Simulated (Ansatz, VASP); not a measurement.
## ZnO (zincite) in two plane-wave programs

One calculation is typed for both programs; each brings its own data sets. How far apart do they land? The cell is taken from a series of runs on this material, whose earlier steps may have relaxed, scaled, displaced or heated it; both programs get it as it stands.

Method: plane waves, with VASP 6.6.1 beside it; LDA, in Ansatz 0.2.0.

**1. Starting point**

Symmetry: P6_3mc, No. 186, hexagonal system. Conventional cell: a = 3.187 Å, b = 3.187 Å, c = 5.152 Å, α = 90.00°, β = 90.00°, γ = 120.00°. Nearest to Zn lie 4 O at 1.94 to 1.95 Å. Nearest to O lie 4 Zn at 1.94 to 1.95 Å. Farther neighbours and most contacts between anions are not listed.

Structure file:

```cif
data_structure
_symmetry_space_group_name_H-M 'P6_3mc'
_symmetry_Int_Tables_number 186
_cell_length_a 3.1875
_cell_length_b 3.1875
_cell_length_c 5.1524
_cell_angle_alpha 90.000
_cell_angle_beta 90.000
_cell_angle_gamma 120.000
_cell_volume 45.33
loop_
_atom_site_label
_atom_site_type_symbol
_atom_site_symmetry_multiplicity
_atom_site_Wyckoff_symbol
_atom_site_fract_x
_atom_site_fract_y
_atom_site_fract_z
_atom_site_occupancy
Zn1 Zn 2 b 0.33333 0.66667 0.50027 1
O1 O 2 b 0.66667 0.33333 0.37874 1
```

**2. Ansatz: zone-centre phonons, LDA**

Ansatz runs on its PAW soft_1 files.

Second derivatives magnify differences that forces hide, and they need a tight electronic threshold.

input.yaml reads:

```yaml
crystal:
  lattice:
    - [3.1874549898, 0.0, 0.0]
    - [-1.5937274949, 2.7604169946, 0.0]
    - [0.0, 0.0, 5.1524030769]
  atoms:
    - { symbol: Zn, position: [0.3333333333, 0.6666666667, 0.5002724439] }
    - { symbol: Zn, position: [0.6666666667, 0.3333333333, 0.0002724439] }
    - { symbol: O, position: [0.6666666667, 0.3333333333, 0.3787375561] }
    - { symbol: O, position: [0.3333333333, 0.6666666667, 0.8787375561] }
kpoints:
  mp_grid: { grid: [9, 9, 6] }
hamiltonian:
  xc: lda
  pseudopotentials: { kind: paw, azcp: { folder: soft_1 }, xc_functional: pbe }
scf:
  occupations: { method: fixed }
  lower_state_search: "off"
output:
  eigenvalues: true
phonons:
  method: fd
  dielectric: true
  supercell: [3, 3, 2]
  temperatures: { t_max: 1000, t_step: 50 }
  qpath:
    path:
      - [[0.0, 0.0, 0.0], [0.5, 0.0, 0.0], [0.33333333, 0.33333333, 0.0], [0.0, 0.0, 0.0], [0.0, 0.0, 0.5], [0.5, 0.0, 0.5], [0.33333333, 0.33333333, 0.5], [0.0, 0.0, 0.5]]
      - [[0.5, 0.0, 0.5], [0.5, 0.0, 0.0]]
      - [[0.33333333, 0.33333333, 0.0], [0.33333333, 0.33333333, 0.5]]
    npoints: 10
  third_order: { supercell: [3, 3, 2], pair_cutoff: 3.352 }
  lattice_thermal_conductivity:
    qmesh: [17, 17, 9]
    temperatures: [100.0, 150.0, 200.0, 300.0, 400.0, 500.0, 600.0, 800.0]
    isotope_mass_variance:
      - { species: O, variance: 3.359e-05 }
      - { species: Zn, variance: 0.0005982 }
```

Started as:

```
$ ansatz run input.yaml --threads 18 --pin off --max-ram 92160MiB --backend cuda --events-out ev --progress --plain --runs-dir out --max-vram 78GiB
```

Numbers of over 12 decimals in the logs are rounded to 6 here.

The log of the run:

```text
Warning: phonons: the dynamical matrix that this run interpolates holds no multipole term above the dipole-dipole one, and a site of this crystal is no centre of inversion, so its interpolated transverse optical and acoustic branches and sound speeds can stay off near Gamma, and the density of states and the thermodynamics with them. What a run solves at a wave vector of phonons.qpoints, Gamma apart, where the deck admits one, is free of this, and under fd what a larger phonons.supercell samples
Warning: phonons.dielectric: true without phonons.rigid_motions: the static dielectric tensor ε⁰ will be withheld (ε∞, Z* and the rows of modes are given); for a crystal or a slab, whose only rigid motions are the translations, set phonons.rigid_motions: translations
Engine: ansatz 0.2.0, aarch64-unknown-linux-gnu
Pseudopotentials: kind: paw
Pseudopotential: Zn, paw, valence charge 12, recommended cutoff 420 eV (normal), soft_1/Zn.paw.azcp
Pseudopotential: O, paw, valence charge 6, recommended cutoff 420 eV (normal), soft_1/O.paw.azcp
Functional definition: SPW92
  exchange = slater_x
  correlation = pw_c
[...]
Crystal: 72 atoms, lattice volume = 816.021 Å³
Basis set: ecut = 420 eV, 15935 PW (Γ)
Bands: 396, of which v1, the nominal top of the filled ones, is band 324 counted from 1 (323 counted from 0)
Symmetry: 216 space group operations
k-points: 6 of 27 (time reversal used)
Non-local potential: Zn, projectors of the file, l = 0: 2, l = 1: 2, l = 2: 3, l = 3: 1
Non-local potential: O, projectors of the file, l = 0: 2, l = 1: 2, l = 2: 1
PAW form: soft (Blöchl's): semilocal exchange-correlation on the pseudo side does not see the compensation charge
PAW frozen core: Zn, regenerated for the run's functional, and the local potential with it (the file was generated under x = pbe(κ = 0.804, μ = 0.219515), c = pbe(β = 0.066725))
PAW frozen core: O, regenerated for the run's functional, and the local potential with it (the file was generated under x = pbe(κ = 0.804, μ = 0.219515), c = pbe(β = 0.066725))
PAW one-centre angular grid: Zn, 590 points (default); XC on 64 Gauss nodes
PAW one-centre angular grid: O, 110 points (default); XC on 64 Gauss nodes
Initial density: handed on by an earlier stage of this run
Initial wavefunctions: those handed on with the density
[...]
Functional: x = slater, c = lda
SCF iter   1: F=—  HF=-136871.196340 eV  |F-HF|=—  |Δ(HF+E_count)|=         —  Δρ=6.66e-8  dr2=3.50e-11  ethr=1.00e-12  ⟨swp⟩=3.0  Hψ=5862  notcnv=0
preconditioner: auto → Resta (q_TF=auto, 2.625 Å⁻¹)  ε∞=7.6  [insulator: Δε(μ)=0.794 eV  Ē_g=12.858 eV  n_scr=236 (ndim 8)  ℏωp=33.1 eV  f_vac=0.025  ε∞_Penn≈7.6]
SCF iter   2: F=-136871.196340 eV  HF=-136871.196340 eV  |F-HF|=2.91e-11  |Δ(HF+E_count)|=  5.82e-11  Δρ=4.06e-8  dr2=1.52e-11  ethr=1.00e-12  ⟨swp⟩=2.0  Hψ=4344  notcnv=0
SCF 1 converged in 2 iterations: F = -136871.196340 eV  dr2 = 1.52e-11
  greatest PAW one-centre occupation: 0.988 electrons in one spin orbital (limit 2), on the Zn atom at site 68 (counted from 0), in its partial waves of l = 2
[...]
Crystal: 4 atoms, lattice volume = 45.334 Å³
Basis set: ecut = 420 eV, 881 PW (Γ), exchange–correlation on 48×48×72 points (8 copies of the dense FFT grid, shifted against one another)
Bands: 22, of which v1, the nominal top of the filled ones, is band 18 counted from 1 (17 counted from 0)
Symmetry: 12 space group operations
k-points: 140 of 486 (irreducible under 2 space group operations, time reversal used)
[...]
iter 1 solved again at ethr=1.63e-7 eV; its pass at ethr=3.10e-3 eV (dr2=5.87e-5 eV) is discarded
SCF iter   1: F=—  HF=-7603.955226 eV  |F-HF|=—  |Δ(HF+E_count)|=         —  Δρ=1.38e-6  dr2=6.66e-10  ethr=1.63e-7  ⟨swp⟩=3.2  Hψ=23711  notcnv=0  defer=275
eigensolver tolerance schedule: the retry pair's looser diagonalisation over-reported the residual by 88183.62 of it (diagonalisation noise at an unbounded share of the residual, at the tolerance the schedule requests for it); recorded, not acted on — ethr = c·dr2/N_el stays at c = 1.0e-1
preconditioner: auto → Resta (q_TF=auto, 2.625 Å⁻¹)  ε∞=7.6  [insulator: Δε(μ)=0.794 eV  Ē_g=12.905 eV  n_scr=22 (ndim 8)  ℏωp=33.1 eV  f_vac=0.025  ε∞_Penn≈7.6]
[...]
SCF 2 converged in 4 iterations: F = -7603.955354 eV  dr2 = 2.01e-11
[...]
5.064467     0.000000     0.000000
        0.000000     5.064467     0.000000
        0.000000     0.000000     5.118696
  ε⁰ (static dielectric tensor): not given — the deck does not say what the cell's rigid motions are, and on a molecule in a box or a wire the rigid rotations would enter the sum over the modes at Γ. For a crystal or a slab, whose only rigid motions are the translations, set phonons.rigid_motions: translations.
  Born effective charges Z* (e; rows j = field, columns β = displacement):
    site 0:
         2.07847    0.00000    0.00000
         0.00000    2.07847    0.00000
         0.00000    0.00000    2.13528
    site 1:
         2.07847    0.00000    0.00000
         0.00000    2.07847    0.00000
         0.00000    0.00000    2.13528
    site 2:
        -2.07847    0.00000   -0.00000
        -0.00000   -2.07847   -0.00000
        -0.00000   -0.00000   -2.13528
    site 3:
        -2.07847   -0.00000   -0.00000
        -0.00000   -2.07847   -0.00000
         0.00000   -0.00000   -2.13528
  Z* charge neutrality: 1.147e-3 e pre-enforcement
  solved inside a basis spanned on the 9×9×6 k-mesh, on 12×12×8 k-points transformed towards the longest dipole: ε∞ is read to err by 1.4e-2, Z* by 1.3e-2 e; Z* is corrected for what the basis lacks
  optical modes at Γ without the LO–TO term, one row a degenerate level:
      ω (cm⁻¹)  modes    IR ((D/Å)²/amu)
         90.02      2             0.0000
        260.90      1             0.0000
        389.93      1            16.3673
        408.50      2            31.0159
        441.23      2             0.0000
        552.94      1             0.0000
  optical modes at Γ + LO–TO along q̂ = [1.0000, 0.0000, 0.0000]:
      ω (cm⁻¹)  modes    IR ((D/Å)²/amu)
         90.02      2             0.0000
        260.90      1             0.0000
        389.93      1            16.3673
[...]
optical modes at Γ + LO–TO along q̂ = [0.0000, 1.0000, 0.0000]:
      ω (cm⁻¹)  modes    IR ((D/Å)²/amu)
[...]
552.94      1             0.0000
        557.61      1            15.5079
  optical modes at Γ + LO–TO along q̂ = [0.0000, 0.0000, 1.0000]:
      ω (cm⁻¹)  modes    IR ((D/Å)²/amu)
         90.02      2             0.0000
        260.90      1             0.0000
        408.50      2            31.0159
        441.23      2             0.0000
        549.99      1            16.3673
        552.94      1             0.0000
  density of states and harmonic sums: on the 24×24×12 q-mesh, interpolated from the force constants of a 3×3×2 supercell (with the dipole–dipole term)
  largest difference from the sums on the solved wave vectors: F 3.50e-2 eV, S 4.94e-5 and C_V 1.42e-5 eV/K
  zero-point energy: 0.240397 eV/cell   skipped modes (ω ≤ 0): 3   left out of the sums: 3.62e-5 of the cell's modes: C_V's classical limit lies that fraction below 3 k_B per atom; for a crystal, a wire or a layer, F and S can be off by more, and a phonons.interpolated_qmesh denser along its periods is the remedy for the sampling
--- Third-order force constants: 436 member SCFs in a 3×3×2 supercell (pair cutoff 3.352 Å, amplitude 0.03 Å, SCF threshold 1.00e-9 eV, Σ member SCF iterations 4204) ---
  symmetry images taken by strict's conditions (phonons.symmetry_images: auto; settled by the asymmetry read); asymmetry of the core-correction force 8.9e-7 eV/Å at the most on a site, 2.1e-5 eV/Å summed over every site of the supercell
  sum-rule residual: 5.921e-1 → 6.251e-14 eV/Å³; symmetrization residual: 8.282e-2 eV/Å³; largest sum-rule correction relative to its orbit: 2.669e-1, on the orbit of the block of home site 0 with site 3 of cell (0, 0, -1) and site 3 of cell (0, 0, -1), whose norm before the correction was 8.445e-1 eV/Å³
--- Lattice thermal conductivity: 17×17×9 mesh (165 irreducible points), tetrahedron method ---
  three-phonon and isotope scattering only; four-phonon, boundary and, in a metal, phonon-electron scattering are left out
  each conductivity is what the modes' populations carry and what the coherences between them add
  conductivity (a third of the tensor's trace), W/(m K), in the relaxation-time approximation and from the full solution:
       T (K)   relaxation time   full solution  iterations             ending  least Ritz value
      100.00          140.0297        149.1810           6          converged          7.881e-1
      150.00           94.2968        100.2002           7          converged          7.291e-1
      200.00           69.1949         73.4339           7          converged          7.083e-1
      300.00           44.7643         47.4836           7          converged          6.941e-1
      400.00           33.2356         35.2652           7          converged          6.894e-1
      500.00           26.5388         28.1705           7          converged          6.872e-1
      600.00           22.1456         23.5152           7          converged          6.859e-1
      800.00           16.7077         17.7494           7          converged          6.844e-1
```

[end of part 1 of 3]

[Lines on the potential files, build, host, timing and source positions are cut from VASP's logs without a mark.]

[Logs are printed without paths, hosts, clocks, repeated set-up lines and the standing remarks that a program may print on its own settings, such as how far it seeks lower states.]

[Hosts, paths, dates, database ids (printed as entryN), source tags and the programs' standing remarks are cut or masked in the printed files.]
